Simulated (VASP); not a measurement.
GW runs with VASP on AlAs (zinc blende), on PBE orbitals with a Kohn-Sham gap of 1.41 eV on the mesh.

```xyz
2
Lattice="0.0000 2.8300 2.8300 2.8300 0.0000 2.8300 2.8300 2.8300 0.0000" Properties=species:S:1:pos:R:3 pbc="T T T"
Al     0.0000     0.0000     0.0000
As     1.4150     1.4150     1.4150
```

Numerical set-up: PREC = Normal, 350 eV cut-off, 4×4×4 Γ-centred mesh, Gaussian smearing of 0.010 eV, potentials Al_GW As_GW.

The mesh is coarse and the basis finite, so the quasiparticle values are not converged.

| run | level | NBANDS | ENCUTGW (eV) | QP gap (eV) | smallest direct QP gap (eV) |
|---|---|---|---|---|---|
| run 1 | G0W0@PBE, 1 step(s) | 100 | 150 | 1.95 | 3.02 |
| run 2 | G0W0@PBE, 1 step(s) | 240 | 250 | 2.04 | 3.05 |
| run 3 | G0W0@PBE, 1 step(s) | 320 | 300 | … | … |

**Question.** Fill in the missing entries.

**Answer.** 
- run 3, QP gap (eV): 2.06
- run 3, smallest direct QP gap (eV): 3.05

Left out are failed runs and those that VASP or the mesh makes unfit.

The compound is AlAs in the zinc blende structure. The cell was not relaxed at this level.
